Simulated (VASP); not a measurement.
Method: PW91 GGA, VASP's PBE PAW potentials (set 64) (plane waves; VASP 6.6.1).

Input for VASP

### INCAR
```
LREAL = F
PREC = Accurate
LWAVE = F
EDIFF = 1E-7   # SCF stop (eV)
ENCUT = 520   # plane-wave cut-off (eV)
EDIFFG = -0.01   # ionic stop
ALGO = Normal
NSW = 30   # most ionic steps
SYSTEM = In
GGA = 91   # PW91
LCHARG = F
ISMEAR = 1   # Methfessel-Paxton
LMAXMIX = 4   # l cut-off of mixed one-centre charges
NELM = 100   # most electronic steps
ISIF = 4   # ions and shape, fixed volume
LASPH = T   # aspherical one-centre terms
SIGMA = 0.1   # width (eV)
IBRION = 2   # conjugate gradients
```

File KPOINTS:
```
Automatic mesh
0
Gamma
16 16 16
0 0 0
```

POSCAR:
```
In
1
   -1.6255625854     1.6255625854     2.5177183293
    1.6255625854    -1.6255625854     2.5177183293
    1.6255625854     1.6255625854    -2.5177183293
In
1
Direct
  0.0000000000   0.0000000000   0.0000000000
```

POTCAR, in this order: In_d (PBE.64 set). Program: vasp_std.

The run wrote:

### OSZICAR
```
       N       E                     dE             d eps       ncg     rms          rms(c)
DAV:   1     0.709693664715E+02    0.70969E+02   -0.65925E+03  7026   0.165E+03
DAV:   2     0.172846491149E+00   -0.70797E+02   -0.69707E+02  7078   0.289E+02
DAV:   3    -0.255644646027E+01   -0.27293E+01   -0.27207E+01  8222   0.650E+01
DAV:   4    -0.261707530003E+01   -0.60629E-01   -0.60613E-01  8800   0.975E+00
DAV:   5    -0.261984790566E+01   -0.27726E-02   -0.27725E-02  8552   0.171E+00    0.241E+00
DAV:   6    -0.258969143946E+01    0.30156E-01   -0.61043E-02  7994   0.548E+00    0.113E+00
DAV:   7    -0.258441234144E+01    0.52791E-02   -0.16886E-02  8242   0.267E+00    0.265E-01
DAV:   8    -0.258401620548E+01    0.39614E-03   -0.78312E-04  8418   0.563E-01    0.292E-02
DAV:   9    -0.258402060294E+01   -0.43975E-05   -0.15133E-05 10206   0.601E-02    0.172E-02
DAV:  10    -0.258402156725E+01   -0.96431E-06   -0.13714E-06  7596   0.143E-02    0.956E-04
DAV:  11    -0.258402157836E+01   -0.11112E-07   -0.31154E-08  4908   0.290E-03
   1 F= -.25840216E+01 E0= -.25839986E+01  d E =-.258402E+01
       N       E                     dE             d eps       ncg     rms          rms(c)
DAV:   1    -0.258504889661E+01   -0.10273E-02   -0.31438E-02  8024   0.194E+00    0.155E-01
DAV:   2    -0.258453565198E+01    0.51324E-03   -0.70412E-04 10108   0.563E-01    0.102E-01
DAV:   3    -0.258421693457E+01    0.31872E-03   -0.37155E-04  8748   0.594E-01    0.246E-02
DAV:   4    -0.258422104827E+01   -0.41137E-05   -0.49665E-05  7648   0.828E-02    0.285E-02
DAV:   5    -0.258422094640E+01    0.10188E-06   -0.15505E-06 10116   0.174E-02    0.126E-02
DAV:   6    -0.258422087533E+01    0.71071E-07   -0.12576E-07  6070   0.695E-03
   2 F= -.25842209E+01 E0= -.25842128E+01  d E =-.199297E-03
       N       E                     dE             d eps       ncg     rms          rms(c)
DAV:   1    -0.259197687546E+01   -0.77559E-02   -0.28249E-01  7998   0.583E+00    0.466E-01
DAV:   2    -0.258733964115E+01    0.46372E-02   -0.63497E-03  9984   0.158E+00    0.307E-01
DAV:   3    -0.258447206952E+01    0.28676E-02   -0.34153E-03  8698   0.173E+00    0.742E-02
DAV:   4    -0.258450732187E+01   -0.35252E-04   -0.42731E-04  7682   0.242E-01    0.856E-02
DAV:   5    -0.258450662027E+01    0.70161E-06   -0.14206E-05 10098   0.523E-02    0.348E-02
DAV:   6    -0.258450610552E+01    0.51474E-06   -0.11522E-06  7734   0.203E-02    0.120E-02
DAV:   7    -0.258450608639E+01    0.19138E-07   -0.76503E-08  4178   0.609E-03
   3 F= -.25845061E+01 E0= -.25845063E+01  d E =-.484508E-03
```

### OUTCAR
```
------------------------ aborting loop because EDIFF is reached ----------------------------------------
  FORCE on cell =-STRESS in cart. coord.  units (eV):
  Direction    XX          YY          ZZ          XY          YZ          ZX
  --------------------------------------------------------------------------------------
  Total        0.1954562      0.1954562      0.1963703      0.0000000      0.0000000      0.0000000
  in kB       11.7675369     11.7675369     11.8225675      0.0000000      0.0000000      0.0000000
  external PRESSURE =      11.7858804 kB  Pullay stress =       0.0000000 kB
  volume of cell :       26.61
      direct lattice vectors                 reciprocal lattice vectors
    -1.617142129  1.617142129  2.544006103     0.000000000  0.309187418  0.196540409
     1.617142129 -1.617142129  2.544006103     0.309187418  0.000000000  0.196540409
     1.617142129  1.617142129 -2.544006103     0.309187418  0.309187418  0.000000000
 POSITION                                       TOTAL-FORCE (eV/Angst)
 -----------------------------------------------------------------------------------
     -0.00000      0.00000      0.00000        -0.000000      0.000000     -0.000000
 -----------------------------------------------------------------------------------
    total drift:                                0.000000      0.000000      0.000000
  FREE ENERGIE OF THE ION-ELECTRON SYSTEM (eV)
  ---------------------------------------------------
  free  energy   TOTEN  =        -2.5845060864 eV

  energy  without entropy=       -2.5845067881  energy(sigma->0) =       -2.58450632

 reached required accuracy - stopping structural energy minimisation
```
(Selected blocks of OUTCAR.)

**CONTCAR**
```
In
   1.00000000000000
    -1.6171421288005292    1.6171421288005292    2.5440061027821592
     1.6171421288005292   -1.6171421288005292    2.5440061027821592
     1.6171421288005292    1.6171421288005292   -2.5440061027821592
  In
     1
Direct
     0.0000000000000000    0.0000000000000000    0.0000000000000000
```

The compound is In in the bct structure. This cell is one point of a volume scan, at 0.97 of the reference volume. Symmetry was kept, so distortions that lower it aren't found.
